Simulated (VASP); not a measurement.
Data:

```
CELL_PARAMETERS angstrom
      1.44462    -2.50216     0.00000
      1.44462     2.50216     0.00000
      0.00000     0.00000     4.57987
ATOMIC_POSITIONS crystal
  Ti 0.33333 0.66667 0.25000
  Ti 0.66667 0.33333 0.75000
```

All values below come from PBE GGA with D4 dispersion, VASP's PBE PAW potentials (set 64) (plane waves; VASP). Settings: 520 eV cut-off, 14×14×8 Γ-centred mesh, first-order Methfessel-Paxton smearing of 0.10 eV, potentials Ti_sv.

Problem. Give the stress tensor in GPa (positive for a compressed cell).

Solution. 
```
3.66  0.00  0.00
0.00  3.66  0.00
0.00  0.00  3.61
```
The pressure is its mean diagonal, 3.65 GPa.

The compound is Ti in the hcp structure. This cell is one point of a volume scan, at 0.97 of the reference volume.
